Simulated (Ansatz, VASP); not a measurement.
One calculation of WAu, two programs

```
W Au
1.0
     0.00000    2.74798    2.74798
     2.74798    0.00000    2.74798
     2.74798    2.74798    0.00000
W Au
1 1
Direct
  0.00000 0.00000 0.00000
  0.75000 0.75000 0.75000
```

The cell was built by a generator and needn't be a form met in nature.

Alike in both runs: task relaxation of cell and atoms; functional revPBE; dispersion D4; k mesh 8 × 8 × 8; occupations fermi-dirac, width 0.05 eV; no spin polarisation.

|  | VASP | Ansatz |
| --- | --- | --- |
| version | VASP 6.6.1 | Ansatz 0.2.0 |
| potentials or method | VASP PAW PBE potentials, release 64 (W_sv, Au) | Ansatz PAW |
| plane-wave cutoff (eV) | 600 | 420 |
| valence electrons in the cell | 25 | 33 |

Ansatz gave:

* gap on the k mesh at the Fermi level, each at its own relaxed structure (eV): none
* relaxed volume (Å³/atom): 23.89
* relaxed cell length with the largest relative difference (Å): 4.073
* energy change over the relaxation (meV/atom): -234

**Question.** What did VASP give for the same quantities?

**Answer.** gap on the k mesh at the Fermi level, each at its own relaxed structure (eV): none; relaxed volume (Å³/atom): 23.90; relaxed cell length with the largest relative difference (Å): 4.074; energy change over the relaxation (meV/atom): -238.

A gap of «none» marks a metal or a gap that the smearing closes. The two sets of potentials don't hold the same shells in valence.

Caveats: the volume moved by over 15 % at a fixed basis, so the end points are rough; pairwise dispersion overbinds metals, which lowers pressure and volume; the PAW data sets were made with another functional, which shifts forces and pressure a little (VASP); the plane-wave basis is chosen anew once the cell has moved, so the energies of steps on either side of that aren't comparable (Ansatz); the PAW data sets come from PBE, with cores solved anew for the run's functional, which leaves a small shift of forces and pressure (Ansatz). Spin-orbit coupling is left out, which matters for the levels of Au, W.
